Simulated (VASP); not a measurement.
Input:

```
ZnS
1.0
    1.89175    -3.27660     0.00000
    1.89175     3.27660     0.00000
    0.00000     0.00000     6.19996
Zn S
2 2
Cartesian
  1.89175  -1.09220   3.10108
  1.89175   1.09220   0.00110
  1.89175  -1.09220   5.42386
  1.89175   1.09220   2.32388
```

These are PBEsol GGA, VASP's PBE PAW potentials (set 64) (plane waves; VASP) values and carry that method's errors. Run with 400 eV cut-off, 8×8×4 Γ-centred mesh, tetrahedra with Blöchl corrections, potentials Zn S.

Q: The job: ZnS (wurtzite), 4 atoms, PBEsol, static run, 400 eV, 8×8×4 Γ-centred mesh. Roughly how much core time does it take on a busy server core?

A: About 70 core-seconds (one run on a shared machine, a rough figure). It had 30 irreducible k-points, 22 bands, up to 1420 plane waves and 16 electronic steps.

The compound is ZnS in the wurtzite structure, the high-temperature form. It was relaxed first.
